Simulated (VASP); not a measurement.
# Sc2InSb3 (P-3m1) in VASP: density of states with PBE

Aim: the density of states of Sc2InSb3 with PBE.

Program: VASP 6.6.1. These are calculated values, not measurements. Logs are shortened: lines on timing, memory, paths and dates and some standing lists are left out, and cuts for length are marked.

## (1) The structure

It takes space group P-3m1 (No. 164, trigonal). The conventional cell has a = 4.203 Å, b = 4.203 Å, c = 10.587 Å, α = 90.00°, β = 90.00°, γ = 120.00°. Around Sc (site symmetry 3m) lie 6 Sb at 2.95 to 2.98 Å. Around In (site symmetry -3m) lie 6 Sb at 3.08 Å. Around Sb (site symmetry 3m) lie 3 Sc at 2.98 Å and 3 In at 3.08 Å. Sb (site symmetry -3m) is surrounded by 6 Sc at 2.95 Å.

The cell was built by a generator and needn't be a form met in nature.

## (2) Density of states, PBE

Input file POSCAR:

```
Sc2InSb3
1.0
    4.2026720000      0.0000000000      0.0000000000
   -2.1013360000      3.6396200000      0.0000000000
    0.0000000000      0.0000000000     10.5871000000
Sc In Sb
2 1 3
Direct
    0.6666670000      0.3333330000      0.6583210000
    0.3333330000      0.6666670000      0.3416790000
    0.0000000000      0.0000000000      0.0000000000
    0.3333330000      0.6666670000      0.8213340000
    0.6666670000      0.3333330000      0.1786660000
    0.0000000000      0.0000000000      0.5000000000
```

Input file INCAR.step1:

```
SYSTEM = Sc2InSb3
  ALGO = Fast
  EDIFF = 1E-6
  ENCUT = 520
  GGA = PE
  ISIF = 2
  ISMEAR = 0
  KPAR = 2
  LASPH = .TRUE.
  LCHARG = .TRUE.
  LMAXMIX = 4
  LREAL = .FALSE.
  LWAVE = .FALSE.
  NBANDS = 34
  NELM = 80
  PREC = Accurate
  SIGMA = 0.1
```

Input file KPOINTS.step1:

```
k-points
0
G
  8 8 4
  0 0 0
```

Input file INCAR.step2:

```
SYSTEM = Sc2InSb3
  ALGO = Fast
  EDIFF = 1E-6
  ENCUT = 520
  GGA = PE
  ICHARG = 11
  ISIF = 2
  ISMEAR = -5
  KPAR = 2
  LASPH = .TRUE.
  LCHARG = .FALSE.
  LMAXMIX = 4
  LORBIT = 10
  LREAL = .FALSE.
  LWAVE = .FALSE.
  NBANDS = 34
  NEDOS = 2001
  NELM = 80
  PREC = Accurate
  SIGMA = 0.1
```

Input file KPOINTS.step2:

```
k-points
0
G
  12 12 6
  0 0 0
```

Potentials or basis: VASP PAW PBE potentials, release 64 (Sc_sv, In_d, Sb).

Run with:

```sh
cat potpaw_PBE.64/Sc_sv/POTCAR potpaw_PBE.64/In_d/POTCAR potpaw_PBE.64/Sb/POTCAR > POTCAR
cp INCAR.step1 INCAR
cp KPOINTS.step1 KPOINTS
mpirun -np 2 vasp_std > vasp.out
cp INCAR.step2 INCAR
cp KPOINTS.step2 KPOINTS
mpirun -np 2 vasp_std > vasp.out
```

OUTCAR:

```text
SYSTEM = Sc2InSb3
   EDIFF = 1E-6
   ENCUT = 520
   GGA = PE
   ICHARG = 11
   ISIF = 2
   ISMEAR = -5
   LASPH = .TRUE.
   LORBIT = 10
   LREAL = .FALSE.
   NELM = 80
   PREC = Accurate

 ion  position               nearest neighbor table
   1  0.667  0.333  0.658-   6 2.95   6 2.95   6 2.95   4 2.98   4 2.98   4 2.98
   2  0.333  0.667  0.342-   6 2.95   6 2.95   6 2.95   5 2.98   5 2.98   5 2.98
   3  0.000  0.000  0.000-   4 3.08   5 3.08   4 3.08   5 3.08   5 3.08   4 3.08
   4  0.333  0.667  0.821-   1 2.98   1 2.98   1 2.98   3 3.08   3 3.08   3 3.08
   5  0.667  0.333  0.179-   2 2.98   2 2.98   2 2.98   3 3.08   3 3.08   3 3.08
   6  0.000  0.000  0.500-   1 2.95   2 2.95   2 2.95   1 2.95   1 2.95   2 2.95

  LATTYP: Found a hexagonal cell.
 ALAT       =     4.2026720000
 C/A-ratio  =     2.5191354453

  Lattice vectors:

 A1 = (   4.2026720000,   0.0000000000,   0.0000000000)
 A2 = (  -2.1013360000,   3.6396200000,   0.0000000000)
 A3 = (   0.0000000000,   0.0000000000,  10.5871000000)

Analysis of symmetry for initial positions (statically):
=====================================================================
 Subroutine PRICEL returns:
 Original cell was already a primitive cell.

 Routine SETGRP: Setting up the symmetry group for a
 hexagonal supercell.

 Subroutine GETGRP returns: Found 12 space group operations
 (whereof 12 operations were pure point group operations)
 out of a pool of 24 trial point group operations.

The static configuration has the point symmetry D_3d.

Analysis of symmetry for dynamics (positions and initial velocities):
=====================================================================
 Subroutine PRICEL returns:
 Original cell was already a primitive cell.

 Routine SETGRP: Setting up the symmetry group for a
 hexagonal supercell.

 Subroutine GETGRP returns: Found 12 space group operations
 (whereof 12 operations were pure point group operations)
 out of a pool of 24 trial point group operations.

The dynamic configuration has the point symmetry D_3d.

 Subroutine INISYM returns: Found 12 space group operations
 (whereof 12 operations are pure point group operations),
 and found     1 'primitive' translations

----------------------------------------------------------------------------------------

                                     Primitive cell

  volume of cell :     161.9416

[... 112 lines left out ...]
   EFERMI =   0.00;   METHOD = LEGACY
   ISMEAR =    -5;   SIGMA  =   0.10  broadening in eV -4-tet -1-fermi 0-gaus
   EFERMI_NEDOS =   21; number of points for ismear=-14 and -15
   IALGO  =     68    algorithm
   IMIX   =      4    mixing-type and parameters
     AMIX     =   0.40;   BMIX     =  1.00
     AMIX_MAG =   1.60;   BMIX_MAG =  1.00
  volume/ion in A,a.u.               =      26.99       182.14
  Fermi-wavevector in a.u.,A,eV,Ry     =   1.106484  2.090952 16.657719  1.224308
  Thomas-Fermi vector in A             =   2.242986
   LORBIT       =     10    0 simple, 1 ext, 2 COOP (PROOUT), +10 PAW based schemes
   GGA     = PE    functional components
   LHFCALC =     F    Hartree Fock is set to
   AEXX    =    0.0000 exact exchange contribution
   IVDW    =     0    specifies the selected vdW correction
   LEPSILON=     F    determine dielectric tensor
   LRPA    =     F    only Hartree local field effects (RPA)
 non-spin polarized calculation
 RMM-DIIS sequential band-by-band and
 Fermi weights with tetrahedron method with Bloechl corrections
  energy-cutoff  :      520.00
  volume of cell :      161.94
 maximum number of plane-waves:      4380

 number of electron      50.0000000 magnetization

 Free energy of the ion-electron system (eV)
  ---------------------------------------------------
  ext. energy  EPLUGINS =         0.00000000
  ---------------------------------------------------
  free energy    TOTEN  =       -30.58943056 eV

  energy without entropy =      -30.58943056  energy(sigma->0) =      -30.58943056

 E-fermi :   5.9636     XC(G=0):  -9.8238

 val. band max:        5.9918871562   @ k =   0.1667   0.0000   0.1667
 cond. band min:       5.9385578780   @ k =   0.0000   0.3333   0.1667
 fundamental gap:     -0.0533292782
 Fermi energy:         5.9636162860

 k-point     1 :       0.0000    0.0000    0.0000
  band No.  band energies     occupation
      1     -43.8747      2.00000
      2     -43.8734      2.00000
      3     -22.5228      2.00000
      4     -22.5024      2.00000
      5     -22.4921      2.00000
      6     -22.4921      2.00000
[... 877 lines left out ...]
     33       8.2833      0.00000
     34       8.6215      0.00000

 [... further k-points ...]

------------------------ aborting loop because EDIFF is reached ----------------------------------------

  FORCE on cell =-STRESS in cart. coord.  units (eV):
  Direction    XX          YY          ZZ          XY          YZ          ZX
  --------------------------------------------------------------------------------------
  -------------------------------------------------------------------------------------
  Total       -0.2168607     -0.2168607      0.0280287      0.0000000      0.0000000      0.0000000
  in kB       -2.1455220     -2.1455212      0.2773029      0.0000000      0.0000000      0.0000000
  external PRESSURE =      -1.3379134 kB  Pullay stress =       0.0000000 kB

 VOLUME and BASIS-vectors are now :
 -----------------------------------------------------------------------------
  energy-cutoff  :      520.00
  volume of cell :      161.94
      direct lattice vectors                 reciprocal lattice vectors
     4.202672000  0.000000000  0.000000000     0.237943860  0.137376979  0.000000000
    -2.101336000  3.639620000  0.000000000     0.000000000  0.274753958  0.000000000
     0.000000000  0.000000000 10.587100000     0.000000000  0.000000000  0.094454572

 POSITION                                       TOTAL-FORCE (eV/Angst)
 -----------------------------------------------------------------------------------
      2.10134      1.21321      6.96971        -0.000000      0.000000     -0.019785
     -0.00000      2.42641      3.61739         0.000000     -0.000000      0.019785
      0.00000      0.00000      0.00000        -0.000000      0.000000      0.000000
     -0.00000      2.42641      8.69555        -0.000000      0.000000      0.010607
      2.10134      1.21321      1.89155        -0.000000      0.000000     -0.010607
      0.00000      0.00000      5.29355        -0.000000      0.000000      0.000000
 -----------------------------------------------------------------------------------
    total drift:                               -0.000000      0.000000      0.000000

  FREE ENERGIE OF THE ION-ELECTRON SYSTEM (eV)
  ---------------------------------------------------
  free  energy   TOTEN  =       -30.5894305607 eV

  energy  without entropy=      -30.5894305607  energy(sigma->0) =      -30.58943056

 total charge

# of ion       s       p       d       tot
------------------------------------------
    1        2.182   6.109   1.036   9.327
    2        2.182   6.109   1.036   9.327
    3        0.909   0.498   9.876  11.282
    4        1.145   1.323   0.018   2.486
    5        1.145   1.323   0.018   2.486
    6        1.123   1.423   0.018   2.563
--------------------------------------------------
tot          8.684  16.785  12.002  37.471
```

OUTCAR.step1:

```text
SYSTEM = Sc2InSb3
   EDIFF = 1E-6
   ENCUT = 520
   GGA = PE
   ISIF = 2
   ISMEAR = 0
   LASPH = .TRUE.
   LREAL = .FALSE.
[... 1127 lines left out ...]
     -0.00000      2.42641      8.69555        -0.000000     -0.000000     -0.001158
      2.10134      1.21321      1.89155        -0.000000      0.000000      0.001158
      0.00000      0.00000      5.29355        -0.000000      0.000000     -0.000000
 -----------------------------------------------------------------------------------
    total drift:                                0.000000      0.000000      0.000000

  FREE ENERGIE OF THE ION-ELECTRON SYSTEM (eV)
  ---------------------------------------------------
  free  energy   TOTEN  =       -30.5964629214 eV

  energy  without entropy=      -30.5796859599  energy(sigma->0) =      -30.58807444
```

OSZICAR.step1:

```text
N       E                     dE             d eps       ncg     rms          rms(c)
DAV:   1     0.640150695302E+03    0.64015E+03   -0.20812E+04  2388   0.143E+03
DAV:   2     0.409633275519E+02   -0.59919E+03   -0.58746E+03  2764   0.508E+02
DAV:   3    -0.298795818229E+02   -0.70843E+02   -0.68127E+02  3688   0.197E+02
DAV:   4    -0.336435937893E+02   -0.37640E+01   -0.37133E+01  3632   0.423E+01
[... 21 lines left out ...]
RMM:  26    -0.305964911086E+02    0.14053E-04   -0.12871E-05  2730   0.163E-02    0.335E-02
RMM:  27    -0.305964675830E+02    0.23526E-04   -0.38687E-05  3414   0.338E-02    0.172E-02
RMM:  28    -0.305964623316E+02    0.52514E-05   -0.24217E-05  3267   0.295E-02    0.814E-03
RMM:  29    -0.305964623670E+02   -0.35468E-07   -0.11038E-05  2881   0.168E-02    0.628E-03
RMM:  30    -0.305964629214E+02   -0.55434E-06   -0.69750E-06  2518   0.139E-02
   1 F= -.30596463E+02 E0= -.30588074E+02  d E =-.167770E-01
```

Run time: 7.1 min. Hardware: 2 MPI ranks of Intel Xeon Platinum 8488C (Sapphire Rapids), shared host; peak memory 0.63 GiB.

Results:

```yaml
Valence_electrons_inside_the_program's_atomic_spheres: Sc 9.33; In 11.28; Sb 2.49, 2.56
```

Levels at points of the mesh, in eV from the Fermi level:
```tsv
k point	band 23	band 24	band 25	band 26	band 27	band 28
(0.00, 0.00, 0.00)	0.57	0.74	0.93	0.93	1.13	1.13
(0.50, 0.00, 0.00)	-1.33	-1.10	-0.53	-0.50	0.64	1.57
(0.00, 0.00, 0.50)	-0.30	1.11	1.11	1.13	1.13	1.46
(0.50, 0.00, 0.50)	-1.31	-1.03	-0.33	0.42	0.70	1.50
```

States per cell in windows of 0.5 eV (zero at the Fermi level; states under -8 eV left out):
| from (eV) | total | Sc1_d | Sc2_d | Sb6_p | Sb4_p | Sb5_p | In3_s |
| --- | --- | --- | --- | --- | --- | --- | --- |
| -8.0 | 0.00 | 0.00 | 0.00 | 0.00 | 0.00 | 0.00 | 0.00 |
| -7.5 | 0.00 | 0.00 | 0.00 | 0.00 | 0.00 | 0.00 | 0.00 |
| -7.0 | 0.00 | 0.00 | 0.00 | 0.00 | 0.00 | 0.00 | 0.00 |
| -6.5 | 0.00 | 0.00 | 0.00 | 0.00 | 0.00 | 0.00 | 0.00 |
| -6.0 | 0.00 | 0.00 | 0.00 | 0.00 | 0.00 | 0.00 | 0.00 |
| -5.5 | 0.95 | 0.01 | 0.01 | 0.01 | 0.05 | 0.05 | 0.31 |
| -5.0 | 1.04 | 0.01 | 0.01 | 0.01 | 0.05 | 0.05 | 0.29 |
| -4.5 | 0.02 | 0.00 | 0.00 | 0.00 | 0.00 | 0.00 | 0.00 |
| -4.0 | 1.23 | 0.02 | 0.02 | 0.13 | 0.06 | 0.06 | 0.01 |
| -3.5 | 1.74 | 0.04 | 0.04 | 0.18 | 0.10 | 0.10 | 0.01 |
| -3.0 | 1.51 | 0.05 | 0.05 | 0.15 | 0.09 | 0.09 | 0.02 |
| -2.5 | 1.95 | 0.09 | 0.09 | 0.20 | 0.12 | 0.12 | 0.03 |
| -2.0 | 2.51 | 0.17 | 0.17 | 0.31 | 0.15 | 0.15 | 0.02 |
| -1.5 | 3.22 | 0.26 | 0.26 | 0.30 | 0.27 | 0.27 | 0.02 |
| -1.0 | 2.16 | 0.17 | 0.17 | 0.09 | 0.25 | 0.25 | 0.01 |
| -0.5 | 1.71 | 0.19 | 0.19 | 0.05 | 0.17 | 0.17 | 0.06 |
| 0.0 | 1.47 | 0.24 | 0.24 | 0.04 | 0.08 | 0.08 | 0.12 |
| 0.5 | 0.94 | 0.17 | 0.17 | 0.02 | 0.04 | 0.04 | 0.06 |
| 1.0 | 1.62 | 0.43 | 0.43 | 0.02 | 0.04 | 0.04 | 0.03 |
| 1.5 | 4.48 | 1.56 | 1.56 | 0.04 | 0.03 | 0.03 | 0.01 |
| 2.0 | 6.60 | 2.26 | 2.26 | 0.08 | 0.07 | 0.07 | 0.01 |
| 2.5 | 2.47 | 0.69 | 0.69 | 0.05 | 0.05 | 0.05 | 0.02 |
| 3.0 | 0.63 | 0.14 | 0.14 | 0.02 | 0.02 | 0.02 | 0.01 |
| 3.5 | 0.00 | 0.00 | 0.00 | 0.00 | 0.00 | 0.00 | 0.00 |
| 4.0 | 0.00 | 0.00 | 0.00 | 0.00 | 0.00 | 0.00 | 0.00 |
| 4.5 | 0.00 | 0.00 | 0.00 | 0.00 | 0.00 | 0.00 | 0.00 |
| 5.0 | 0.00 | 0.00 | 0.00 | 0.00 | 0.00 | 0.00 | 0.00 |
| 5.5 | 0.00 | 0.00 | 0.00 | 0.00 | 0.00 | 0.00 | 0.00 |

Caveat: tetrahedron occupations give inexact forces and stress in metals.
